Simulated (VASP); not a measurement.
# CaSe (relaxed from the rock salt structure, space group Fm-3m): computed properties

Level of theory: PBE GGA, VASP's PBE PAW potentials (set 64) (plane waves; VASP).

```
Item                                                                             Value
---------------------------------------------  ---------------------------------------
space group                                                                Fm-3m (225)
cell                                           a = b = c = 5.965 Å, α = β = γ = 90.00°
volume per atom                                                         26.54 Å^3/atom
band gap (over mesh and band path)                                             2.08 eV
smallest direct gap (over mesh and band path)                                  2.99 eV
band-edge character                                                   indirect, Γ to X
density                                                                     3.72 g/cm³
```

CaSe has the cubic space group Fm-3m (No. 225), the rock salt structure, Pearson symbol cF8. Lattice parameters: a = b = c = 5.9654 Å, α = β = γ = 90.00°. Ca on 4a sees 6 Se at 2.983 Å (octahedral). Se on 4b is coordinated by 6 Ca at 2.983 Å (octahedral). (Neighbours: up to the widest gap in distance over summed covalent radii, below 1.35, at either atom; cation-cation and far metal-metal contacts left out.)
(The calculation used a cell of 2 atoms; values per cell refer to that cell.)

The structure was generated: CaSe was put into the rock salt type (Fm-3m), which need not be its known phase. It was relaxed first, which changed the volume by -19 %. Symmetry was kept, so distortions that lower it aren't found.
